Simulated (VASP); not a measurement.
All values below come from r2SCAN meta-GGA, VASP's PBE PAW potentials (set 64) (plane waves; VASP).

The input files of a VASP run:

### POSCAR
```
Dy(SiOs)2
9.5823660
 -0.2175773412   0.2175773412   0.5000000176
  0.2175773412  -0.2175773412   0.5000000176
  0.2175773412   0.2175773412  -0.5000000176
Dy Si Os
1 2 2
Cart
  0.0000000000   0.0000000000   1.0000000352
 -0.0000000000   0.0000000000   0.6293380667
  0.2175773412   0.2175773412  -0.1293380491
  0.0000000000   0.2175773412   0.2500000088
  0.2175773412   0.0000000000   0.2500000088
```

**KPOINTS**
```
Automatic mesh
0
Gamma
10 10 10
0 0 0
```

INCAR:
```
LREAL = .FALSE.   ! projection in real space or not
LMIXTAU = .TRUE.
SIGMA = 0.1   ! width (eV)
METAGGA = R2SCAN
ISIF = 2
LWAVE = .FALSE.
ENCUT = 480
LMAXMIX = 6
PREC = Accurate
LCHARG = .FALSE.
SYSTEM = Dy(SiOs)2
ISMEAR = 1   ! Methfessel-Paxton
EDIFF = 1E-7
ALGO = Normal   ! blocked Davidson
LASPH = .TRUE.   ! aspherical one-centre terms
NELM = 100   ! most electronic steps
```

POTCAR, in this order: Dy_3 Si Os (PBE.64 set). Program: vasp_std.

Output

### OSZICAR
```
       N       E                     dE             d eps       ncg     rms          rms(c)
DAV:   1     0.774064028062E+02    0.77406E+02   -0.14049E+04  4080   0.145E+03
DAV:   2    -0.135837125710E+03   -0.21324E+03   -0.20638E+03  4164   0.456E+02
DAV:   3    -0.163327695030E+03   -0.27491E+02   -0.25426E+02  6004   0.975E+01
DAV:   4    -0.164743867683E+03   -0.14162E+01   -0.13395E+01  5388   0.253E+01
DAV:   5    -0.164794958778E+03   -0.51091E-01   -0.50793E-01  5844   0.463E+00    0.369E+01
DAV:   6    -0.159953227310E+03    0.48417E+01   -0.59204E+00  6220   0.162E+01    0.164E+01
DAV:   7    -0.158849560841E+03    0.11037E+01   -0.21456E+00  5288   0.108E+01    0.794E+00
DAV:   8    -0.159547234253E+03   -0.69767E+00   -0.76907E-01  4732   0.572E+00    0.311E+00
DAV:   9    -0.159514023678E+03    0.33211E-01   -0.10293E-01  5644   0.241E+00    0.109E+00
DAV:  10    -0.159505073400E+03    0.89503E-02   -0.59682E-02  4568   0.211E+00    0.545E-01
DAV:  11    -0.159535839902E+03   -0.30767E-01   -0.24602E-02  4964   0.123E+00    0.156E-01
DAV:  12    -0.159536293406E+03   -0.45350E-03   -0.28458E-03  5584   0.418E-01    0.134E-01
DAV:  13    -0.159536385009E+03   -0.91603E-04   -0.14815E-03  5028   0.263E-01    0.885E-02
DAV:  14    -0.159536357219E+03    0.27790E-04   -0.40165E-04  4744   0.157E-01    0.713E-02
DAV:  15    -0.159536554558E+03   -0.19734E-03   -0.19806E-04  5064   0.112E-01    0.224E-02
DAV:  16    -0.159536520281E+03    0.34277E-04   -0.52033E-05  5792   0.461E-02    0.220E-02
DAV:  17    -0.159536560333E+03   -0.40052E-04   -0.24641E-05  4948   0.353E-02    0.598E-03
DAV:  18    -0.159536572632E+03   -0.12299E-04   -0.11899E-05  5760   0.253E-02    0.864E-03
DAV:  19    -0.159536573162E+03   -0.52949E-06   -0.81613E-07  4896   0.805E-03    0.447E-03
DAV:  20    -0.159536573209E+03   -0.46794E-07   -0.60128E-08  2724   0.218E-03
   1 F= -.15953657E+03 E0= -.15953628E+03  d E =-.894131E-03
```

OUTCAR:
```
------------------------ aborting loop because EDIFF is reached ----------------------------------------
  FORCE on cell =-STRESS in cart. coord.  units (eV):
  Direction    XX          YY          ZZ          XY          YZ          ZX
  --------------------------------------------------------------------------------------
  Total       -0.0563360     -0.0563360      0.0404486      0.0000000      0.0000000      0.0000000
  in kB       -1.0834802     -1.0834802      0.7779262      0.0000000      0.0000000      0.0000000
  external PRESSURE =      -0.4630114 kB  Pullay stress =       0.0000000 kB
  volume of cell :       83.31
      direct lattice vectors                 reciprocal lattice vectors
    -2.084905717  2.084905717  4.791183168     0.000000000  0.239818998  0.104358356
     2.084905717 -2.084905717  4.791183168     0.239818998  0.000000000  0.104358356
     2.084905717  2.084905717 -4.791183168     0.239818998  0.239818998  0.000000000
 POSITION                                       TOTAL-FORCE (eV/Angst)
 -----------------------------------------------------------------------------------
      0.00000      0.00000      0.00000         0.000000      0.000000      0.000000
      0.00000      0.00000      6.03055         0.000000      0.000000     -0.018395
      0.00000      0.00000      3.55182        -0.000000     -0.000000      0.018395
      0.00000      2.08491      2.39559         0.000000      0.000000      0.000000
      2.08491      0.00000      2.39559         0.000000      0.000000     -0.000000
 -----------------------------------------------------------------------------------
    total drift:                               -0.000000     -0.000000     -0.000000
  FREE ENERGIE OF THE ION-ELECTRON SYSTEM (eV)
  ---------------------------------------------------
  free  energy   TOTEN  =      -159.5365732086 eV

  energy  without entropy=     -159.5356790779  energy(sigma->0) =     -159.53627517
```
(Selected blocks of OUTCAR.)

OUTCAR:
```
 val. band max:        7.2049340224   @ k =  -0.4000   0.3000   0.0000

 cond. band min:       7.2328420986   @ k =  -0.4000   0.5000   0.1000


 Fermi energy:         7.2118239401

 k-point     1 :       0.0000    0.0000    0.0000
  band No.  band energies     occupation
      1     -16.7429      2.00000
      2     -16.7429      2.00000
      3     -16.6221      2.00000
      4      -4.5774      2.00000
      5      -1.0082      2.00000
      6       0.6851      2.00000
      7       2.6388      2.00000
      8       2.6388      2.00000
      9       2.8226      2.00000
     10       4.8881      2.00000
     11       5.2004      2.00000
     12       5.2004      2.00000
     13       6.0971      2.00000
     14       6.3856      2.00000
     15       6.7806      2.00000
     16       6.7806      2.00000
     17       7.0048      2.01264
     18       7.5491     -0.00002
     19       9.7316      0.00000
     20      10.7720      0.00000

 k-point     2 :       0.1000   -0.0000    0.0000
  band No.  band energies     occupation
      1     -16.7517      2.00000
      2     -16.7418      2.00000
      3     -16.6222      2.00000
      4      -4.4544      2.00000
      5      -1.0077      2.00000
      6       0.8051      2.00000
      7       2.5441      2.00000
      8       2.5465      2.00000
      9       3.0164      2.00000
     10       4.4312      2.00000
     11       5.0891      2.00000
     12       5.2577      2.00000
     13       6.0158      2.00000
     14       6.4369      2.00000
     15       6.6682      2.00000
     16       6.8376      2.00000
     17       7.0924      2.07061
     18       7.5052     -0.00027
     19       9.7273      0.00000
     20      10.0523      0.00000

 k-point     3 :       0.2000   -0.0000    0.0000
  band No.  band energies     occupation
      1     -16.7745      2.00000
      2     -16.7389      2.00000
      3     -16.6225      2.00000
      4      -4.1027      2.00000
      5      -1.0219      2.00000
...
```

The 4f electrons are frozen in the core of the lanthanide potential, so 4f levels, which can set the real gap, and their magnetism are missing. Unless said otherwise, spin-orbit coupling is left out, though it shifts the bands of the heavy elements here.

The structure comes from a computed database's DyOs2Si2 entry (I4/mmm); how it stands against other phases isn't given here. It was relaxed first. The electron count is odd and the run is not spin-polarised, which forces a metal.
